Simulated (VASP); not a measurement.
VASP ran on this input.

**INCAR**
```
# general
SYSTEM  = PtTe2
PREC    = Accurate
ENCUT   = 500   # plane-wave cut-off (eV)
LREAL   = .FALSE.
LASPH   = .TRUE.

# electronic loop
EDIFF   = 1E-6   # SCF stop (eV)
NELM    = 100
ALGO    = Normal
LMAXMIX = 6

# smearing
ISMEAR  = 1   # Methfessel-Paxton
SIGMA   = 0.1   # width (eV)

# ions
IBRION  = 2   # conjugate gradients
NSW     = 40   # most ionic steps
ISIF    = 3
EDIFFG  = -0.02

# output
LWAVE   = .FALSE.
LCHARG  = .FALSE.
```

POSCAR:
```
PtTe2
1
    2.0111550363    -3.4834223298    -0.0000000000
    2.0111550363     3.4834223298    -0.0000000000
   -0.0000000000    -0.0000000000     5.0870847845
Te Pt
2 1
Direct
  0.3333330000   0.6666670000   0.2637578488
  0.6666670000   0.3333330000   0.7362421512
  0.0000000000   1.0000000000   0.0000000000
```

File KPOINTS:
```
kpoints
0
Gamma
9 9 6
```

POTCAR, in this order: Te Pt (LDA.64 set). Program: vasp_std.

Question: Write an equivalent input for Quantum ESPRESSO's pw.x.

Answer: One equivalent input (not run):
```
&CONTROL
  calculation = 'vc-relax'
  pseudo_dir = './pseudo'
  outdir = './out'
  tprnfor = .true.
  tstress = .true.
  nstep = 40
  forc_conv_thr = 0.00078
/
&SYSTEM
  ibrav = 0
  nat = 3
  ntyp = 2
  ecutwfc = 84
  occupations = 'smearing'
  smearing = 'methfessel-paxton'
  degauss = 0.00735
  input_dft = 'pz'
/
&ELECTRONS
  conv_thr = 7.3e-08
  electron_maxstep = 100
/
&IONS
/
&CELL
/
ATOMIC_SPECIES
  Te 127.600 Te.upf
  Pt 195.084 Pt.upf
CELL_PARAMETERS angstrom
     2.0111550   -3.4834223   -0.0000000
     2.0111550    3.4834223   -0.0000000
    -0.0000000   -0.0000000    5.0870848
ATOMIC_POSITIONS crystal
  Te   0.3333330  0.6666670  0.2637578
  Te   0.6666670  0.3333330  0.7362422
  Pt   0.0000000  1.0000000  0.0000000
K_POINTS automatic
  9 9 6 0 0 0
```
What does not carry over: the potentials are each code's own (VASP's PAW set, PseudoDojo norm-conserving files in pw.x), so ENCUT and ecutwfc are chosen apart and not converted; conv_thr bounds pw.x's estimated SCF error, while EDIFF bounds the energy change between steps; forc_conv_thr acts on force components and is met together with etot_conv_thr.

The compound is PtTe2 in the 1T layered structure. It was relaxed first.
